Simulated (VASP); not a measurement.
The system is Hf2Pd2Se2Br2O3.

```
CELL_PARAMETERS angstrom
7.58666 -1.70971 -1.17576
7.58666 1.70971 -1.17576
-2.02446 0.00000 13.05155
ATOMIC_POSITIONS crystal
Hf 0.94514 0.94514 0.06144
Hf 0.60628 0.60628 0.28309
Pd 0.17920 0.17920 0.50964
Pd 0.32286 0.32286 0.74307
Se 0.92232 0.92232 0.84566
Se 0.78991 0.78991 0.58800
Br 0.58645 0.58645 0.04520
Br 0.24604 0.24604 0.28651
O 0.59701 0.59701 0.42127
O 0.38554 0.38554 0.07302
O 0.03094 0.03094 0.22169
```

The cell was built by a generator and needn't be a form met in nature.

| Property | Result |
| --- | --- |
| Program | VASP 6.6.1 |
| Task | single point |
| Functional | PBE |
| Potentials or basis | VASP PAW PBE potentials, release 64 (Hf_pv, Pd, Se, Br, O) |
| Cutoff | 520 eV |
| k mesh | 8 × 8 × 2 |
| Occupations | fermi-dirac, width 0.05 eV |
| Spin | no spin polarisation |

On this cell: pressure -0.4 GPa; largest force 0.143 eV/Å; band gap on the k mesh 0.83 eV, indirect (least direct gap 0.87 eV).

The same run follows on a disturbed copy (atoms moved at random, drawn with an rms of 0.05 Å):

```
Hf Pd Se Br O
1.0
     7.58666   -1.70971   -1.17576
     7.58666    1.70971   -1.17576
    -2.02446    0.00000   13.05155
Hf Pd Se Br O
2 2 2 2 3
Direct
  0.93841 0.94841 0.05839
  0.61134 0.59695 0.28087
  0.19228 0.16582 0.50815
  0.32687 0.31928 0.74377
  0.93751 0.90927 0.84705
  0.79108 0.79464 0.58654
  0.58779 0.58315 0.04574
  0.26115 0.23457 0.28620
  0.58754 0.60451 0.42483
  0.37808 0.39120 0.07066
  0.02065 0.03957 0.22091
```

Q: What does the disturbed cell give?

A: The energy moves by +12.2 meV/atom; pressure -1.1 GPa; largest force 1.628 eV/Å; band gap on the k mesh 0.78 eV, indirect (least direct gap 0.82 eV).

Forces in eV/Å, atoms in the order of the input:
```
Hf   0.013  0.074  0.266
Hf   0.136  0.540  1.530
Pd   0.271  0.557  0.091
Pd   0.122 -0.253 -0.165
Se  -0.111  0.309 -0.204
Se  -0.331 -0.311  0.044
Br   0.060  0.046  0.059
Br  -0.454  0.089  0.007
O    0.299 -0.335 -1.546
O    0.022 -0.115  0.019
O   -0.027 -0.602 -0.101
```

Stress tensor (GPa, compression positive):
```
-0.90  0.55  0.05
 0.55 -0.72  0.12
 0.05  0.12 -1.78
```

Caveats: spin-orbit coupling is left out, which moves the levels of the heavy elements.

A k mesh can miss the band edges.
